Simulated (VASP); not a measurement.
Level of theory: PBE GGA with D3 dispersion (Becke-Johnson damping), VASP's PBE PAW potentials (set 64) (plane waves; VASP).

The input files of a VASP run:

POSCAR:
```
PtS2
1
    1.7722196920    -3.0695746208     0.0000000000
    1.7722196920     3.0695746208     0.0000000000
    0.0000000000     0.0000000000     4.6137897990
Pt S
1 2
Direct
  0.0000000000   0.0000000000   0.0000000000
  0.3333330000   0.6666670000   0.2585962219
  0.6666670000   0.3333330000   0.7414037781
```

KPOINTS:
```
Automatic mesh
0
Gamma
7 7 5
0 0 0
```

### INCAR
```
SYSTEM=PtS2
PREC=Accurate; ENCUT=520; LREAL=.FALSE.
LASPH=.TRUE.
EDIFF=1E-7; NELM=100; ALGO=Normal
LMAXMIX=6
ISMEAR=0; SIGMA=0.05
GGA=PE; IVDW=12
IBRION=2; NSW=30; ISIF=4
EDIFFG=-0.01
LWAVE=.FALSE.; LCHARG=.FALSE.
```

POTCAR, in this order: Pt S (PBE.64 set). Program: vasp_std.

Output of the run:

### OUTCAR
```
 ion  position               nearest neighbor table
   1  0.000  0.000  0.000-   2 2.37   3 2.37   3 2.37   2 2.37   3 2.37   2 2.37
   2  0.333  0.667  0.259-   1 2.37   1 2.37   1 2.37
   3  0.667  0.333  0.741-   1 2.37   1 2.37   1 2.37
  LATTYP: Found a hexagonal cell.
 ALAT       =     3.5444394464
 C/A-ratio  =     1.3016980171
 Subroutine PRICEL returns:
 Original cell was already a primitive cell.
 Subroutine GETGRP returns: Found 12 space group operations
The static configuration has the point symmetry D_3d.
The dynamic configuration has the point symmetry D_3d.
 Subroutine INISYM returns: Found 12 space group operations
 Subroutine IBZKPT returns following result:
 Found     32 irreducible k-points:

 Following reciprocal coordinates:
            Coordinates               Weight
  0.000000  0.000000  0.000000      1.000000
  0.142857 -0.000000  0.000000      6.000000
  0.285714 -0.000000  0.000000      6.000000
  0.428571 -0.000000  0.000000      6.000000
  0.142857  0.142857  0.000000      6.000000
  0.285714  0.142857  0.000000     12.000000
  0.428571  0.142857  0.000000      6.000000
  0.285714  0.285714  0.000000      6.000000
  0.000000  0.000000  0.200000      2.000000
  0.142857 -0.000000  0.200000      6.000000
 -0.000000  0.142857  0.200000      6.000000
  0.285714 -0.000000  0.200000      6.000000
 -0.000000  0.285714  0.200000      6.000000
  0.428571 -0.000000  0.200000      6.000000
 -0.000000  0.428571  0.200000      6.000000
  0.142857  0.142857  0.200000     12.000000
  0.285714  0.142857  0.200000     12.000000
 -0.142857  0.428571  0.200000     12.000000
  0.428571  0.142857  0.200000     12.000000
  0.285714  0.285714  0.200000     12.000000
  0.000000  0.000000  0.400000      2.000000
  0.142857 -0.000000  0.400000      6.000000
...
```

**OSZICAR**
```
       N       E                     dE             d eps       ncg     rms          rms(c)
DAV:   1     0.116213863578E+03    0.11621E+03   -0.10732E+04   976   0.132E+03
DAV:   2    -0.115571165391E+02   -0.12777E+03   -0.12464E+03  1233   0.248E+02
DAV:   3    -0.165037538170E+02   -0.49466E+01   -0.49256E+01  1247   0.537E+01
DAV:   4    -0.165501577031E+02   -0.46404E-01   -0.46396E-01  1240   0.572E+00
DAV:   5    -0.165509579570E+02   -0.80025E-03   -0.80024E-03  1268   0.714E-01    0.198E+01
DAV:   6    -0.154797646241E+02    0.10712E+01   -0.77652E+00   988   0.286E+01    0.132E+01
DAV:   7    -0.152704400059E+02    0.20932E+00   -0.13244E+00   967   0.128E+01    0.616E+00
DAV:   8    -0.152512882267E+02    0.19152E-01   -0.74994E-02  1149   0.215E+00    0.140E+00
DAV:   9    -0.152468826523E+02    0.44056E-02   -0.12865E-02  1065   0.128E+00    0.220E-01
DAV:  10    -0.152470773241E+02   -0.19467E-03   -0.16155E-03  1191   0.309E-01    0.892E-02
DAV:  11    -0.152471101060E+02   -0.32782E-04   -0.50856E-05  1170   0.603E-02    0.417E-02
DAV:  12    -0.152471129323E+02   -0.28263E-05   -0.87783E-06  1156   0.298E-02    0.111E-02
DAV:  13    -0.152471142994E+02   -0.13671E-05   -0.14735E-06  1205   0.101E-02    0.399E-03
DAV:  14    -0.152471144552E+02   -0.15579E-06   -0.15354E-07   900   0.297E-03    0.774E-04
DAV:  15    -0.152471144790E+02   -0.23866E-07   -0.24461E-08   655   0.129E-03
   1 F= -.16646856E+02 E0= -.16646848E+02  d E =-.166469E+02
       N       E                     dE             d eps       ncg     rms          rms(c)
DAV:   1    -0.152566605697E+02   -0.95461E-02   -0.11598E+00   960   0.684E+00    0.752E-01
DAV:   2    -0.152580668481E+02   -0.14063E-02   -0.50669E-02  1191   0.176E+00    0.340E-01
DAV:   3    -0.152572736312E+02    0.79322E-03   -0.18462E-03  1346   0.345E-01    0.178E-01
DAV:   4    -0.152571650779E+02    0.10855E-03   -0.73221E-04  1190   0.185E-01    0.500E-02
DAV:   5    -0.152571634191E+02    0.16588E-05   -0.73745E-05  1037   0.625E-02    0.388E-02
DAV:   6    -0.152571633165E+02    0.10269E-06   -0.83073E-06  1226   0.222E-02    0.124E-02
DAV:   7    -0.152571634020E+02   -0.85533E-07   -0.38183E-07  1113   0.609E-03
   2 F= -.16657951E+02 E0= -.16657803E+02  d E =-.110946E-01
       N       E                     dE             d eps       ncg     rms          rms(c)
DAV:   1    -0.152583395447E+02   -0.11762E-02   -0.83026E-01   960   0.580E+00    0.617E-01
DAV:   2    -0.152595218135E+02   -0.11823E-02   -0.36543E-02  1219   0.148E+00    0.275E-01
DAV:   3    -0.152589596206E+02    0.56219E-03   -0.12533E-03  1273   0.281E-01    0.140E-01
DAV:   4    -0.152588852156E+02    0.74405E-04   -0.51391E-04  1180   0.156E-01    0.429E-02
DAV:   5    -0.152588837790E+02    0.14366E-05   -0.48275E-05  1058   0.508E-02    0.279E-02
DAV:   6    -0.152588838577E+02   -0.78654E-07   -0.42822E-06  1240   0.164E-02    0.117E-02
DAV:   7    -0.152588838482E+02    0.95147E-08   -0.37894E-07  1063   0.516E-03
   3 F= -.16660502E+02 E0= -.16660214E+02  d E =-.136460E-01
       N       E                     dE             d eps       ncg     rms          rms(c)
DAV:   1    -0.152589700850E+02   -0.86227E-04   -0.61680E-03   960   0.502E-01    0.532E-02
DAV:   2    -0.152589813282E+02   -0.11243E-04   -0.27172E-04  1226   0.127E-01    0.245E-02
DAV:   3    -0.152589775906E+02    0.37376E-05   -0.85967E-06  1287   0.235E-02    0.123E-02
DAV:   4    -0.152589772297E+02    0.36086E-06   -0.41110E-06  1187   0.141E-02    0.340E-03
DAV:   5    -0.152589772482E+02   -0.18495E-07   -0.43986E-07  1009   0.483E-03
   4 F= -.16660526E+02 E0= -.16660241E+02  d E =-.136695E-01
       N       E                     dE             d eps       ncg     rms          rms(c)
DAV:   1    -0.152609030234E+02   -0.19258E-02   -0.84694E-02   960   0.215E+00    0.243E-01
DAV:   2    -0.152597916203E+02    0.11114E-02   -0.40711E-03  1114   0.538E-01    0.129E-01
DAV:   3    -0.152596031185E+02    0.18850E-03   -0.59637E-04  1177   0.225E-01    0.547E-02
DAV:   4    -0.152595490043E+02    0.54114E-04   -0.14945E-04  1100   0.951E-02    0.260E-02
DAV:   5    -0.152595474949E+02    0.15094E-05   -0.17243E-05  1170   0.312E-02    0.104E-02
DAV:   6    -0.152595477928E+02   -0.29789E-06   -0.16393E-06  1206   0.106E-02    0.473E-03
DAV:   7    -0.152595479073E+02   -0.11449E-06   -0.21978E-07   776   0.472E-03    0.173E-03
DAV:   8    -0.152595479536E+02   -0.46321E-07   -0.31845E-08   522   0.152E-03
   5 F= -.16661175E+02 E0= -.16660892E+02  d E =-.649635E-03
       N       E                     dE             d eps       ncg     rms          rms(c)
DAV:   1    -0.152600601970E+02   -0.51229E-03   -0.27324E-02   960   0.122E+00    0.139E-01
DAV:   2    -0.152596990463E+02    0.36115E-03   -0.13130E-03  1100   0.306E-01    0.733E-02
DAV:   3    -0.152596381292E+02    0.60917E-04   -0.19261E-04  1191   0.127E-01    0.309E-02
DAV:   4    -0.152596207795E+02    0.17350E-04   -0.47579E-05  1107   0.536E-02    0.146E-02
DAV:   5    -0.152596204005E+02    0.37897E-06   -0.54612E-06  1156   0.176E-02    0.591E-03
DAV:   6    -0.152596205110E+02   -0.11046E-06   -0.52143E-07  1150   0.587E-03    0.259E-03
DAV:   7    -0.152596205549E+02   -0.43962E-07   -0.65995E-08   536   0.264E-03
   6 F= -.16661291E+02 E0= -.16661010E+02  d E =-.765242E-03
```

File OUTCAR:
```
------------------------ aborting loop because EDIFF is reached ----------------------------------------
 Edisp (eV)   -1.40167
  FORCE on cell =-STRESS in cart. coord.  units (eV):
  Direction    XX          YY          ZZ          XY          YZ          ZX
  --------------------------------------------------------------------------------------
  Total       0.48896     0.48896     0.47656     0.00000     0.00000     0.00000
  in kB      15.60620    15.60620    15.21060     0.00000     0.00000     0.00000
  external pressure =       15.47 kB  Pullay stress =        0.00 kB
  volume of cell :       50.20
      direct lattice vectors                 reciprocal lattice vectors
     1.786612042 -3.094502913  0.000000000     0.279859303 -0.161576839  0.000000000
     1.786612042  3.094502913  0.000000000     0.279859303  0.161576839 -0.000000000
     0.000000000  0.000000000  4.539754890    -0.000000000  0.000000000  0.220276210
 POSITION                                       TOTAL-FORCE (eV/Angst)
 -----------------------------------------------------------------------------------
      0.00000     -0.00000      0.00000        -0.000000      0.000000      0.000000
      1.78661      1.03150      1.20185         0.000000      0.000000     -0.002396
      1.78661     -1.03150      3.33790        -0.000000     -0.000000      0.002396
 -----------------------------------------------------------------------------------
    total drift:                               -0.000000      0.000000     -0.000000
  FREE ENERGIE OF THE ION-ELECTRON SYSTEM (eV)
  ---------------------------------------------------
  free  energy   TOTEN  =       -16.6612907693 eV

  energy  without entropy=      -16.6607299700  energy(sigma->0) =      -16.66101037

 reached required accuracy - stopping structural energy minimisation
```
(Selected blocks of OUTCAR.)

### CONTCAR
```
PtS2
   1.00000000000000
     1.7866120420856011   -3.0945029131341069    0.0000000000000000
     1.7866120420856011    3.0945029131341069    0.0000000000000000
     0.0000000000000000    0.0000000000000000    4.5397548899683269
  Pt              S
     1     2
Direct
     0.0000000000000000    0.0000000000000000    0.0000000000000000
     0.3333330000000032    0.6666669999999968    0.2647391414378947
     0.6666669999999968    0.3333330000000032    0.7352608585621053
```

The compound is PtS2 in the 1T layered structure. This cell is one point of a volume scan, at 0.97 of the reference volume. Symmetry was kept, so distortions that lower it aren't found.
